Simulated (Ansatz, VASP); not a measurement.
## One calculation of AsO3, two programs

Contents of INCAR:

```
  PREC = Accurate
  ENCUT = 600
  EDIFF = 1E-7
  ISMEAR = 0
  SIGMA = 0.1
  LREAL = False
  LASPH = True
  NELM = 100
  ALGO = Normal
  ISIF = 3
  LWAVE = False
  LCHARG = False
  GGA = PE
  IBRION = 2
  NSW = 90
  EDIFFG = -0.04
```

KPOINTS

```
Automatic mesh
0
Gamma
  6 6 6
```

Contents of POSCAR:

```
AsO3
1.0
    3.4885468532      0.0000000000      0.0000000000
    0.0000000000      3.4885468532      0.0000000000
    0.0000000000      0.0000000000      3.4885468532
As O
1 3
Direct
    0.0000000000      0.0000000000      0.0000000000
    0.0000000000      0.5000000000      0.5000000000
    0.5000000000      0.0000000000      0.5000000000
    0.5000000000      0.5000000000      0.0000000000
```

Input for Ansatz:

```yaml
crystal:
  lattice:
    - [3.4885468532, 0.0, 0.0]
    - [0.0, 3.4885468532, 0.0]
    - [0.0, 0.0, 3.4885468532]
  atoms:
    - { symbol: As, position: [0.0, 0.0, 0.0] }
    - { symbol: O, position: [0.0, 0.5, 0.5] }
    - { symbol: O, position: [0.5, 0.0, 0.5] }
    - { symbol: O, position: [0.5, 0.5, 0.0] }
basis:
  ecutwfc: 420
kpoints:
  mp_grid: { grid: [6, 6, 6] }
hamiltonian:
  xc: pbe
scf:
  occupations: { method: gaussian, width: 0.1 }
  lower_state_search: "off"
output:
  forces: true
  stress: true
  eigenvalues: true
relax:
  adjacent_minimum: "off"
  f_tol: 0.04
  max_steps: 70
  cell: { stress_tol: 0.4 }
```

Alike in both runs: task relaxation of cell and atoms; functional PBE; k mesh 6 × 6 × 6; occupations gaussian, width 0.1 eV; no spin polarisation.

```csv
,VASP,Ansatz
version,VASP 6.6.1,Ansatz 0.2.0
potentials or method,"VASP PAW PBE potentials, release 64 (As, O)","scalar-relativistic, plane waves, PAW"
plane-wave cutoff (eV),600,420
valence electrons in the cell,23,33
```

```tsv
	VASP	Ansatz	Ansatz less VASP
gap on the k mesh at the Fermi level, each at its own relaxed structure (eV)	none	none	-
relaxed volume (Å³/atom)	9.71	9.76	+0.053
relaxed cell length with the largest relative difference (Å)	3.387	3.393	+0.0061
energy change over the relaxation (meV/atom)	-33	-30	+2.7
```

A gap of «none» marks a metal or a gap that the smearing closes. The two sets of potentials don't hold the same shells in valence.

Caveats: an odd number of electrons without spin polarisation forces a metal; a magnetic or distorted state may lie lower.
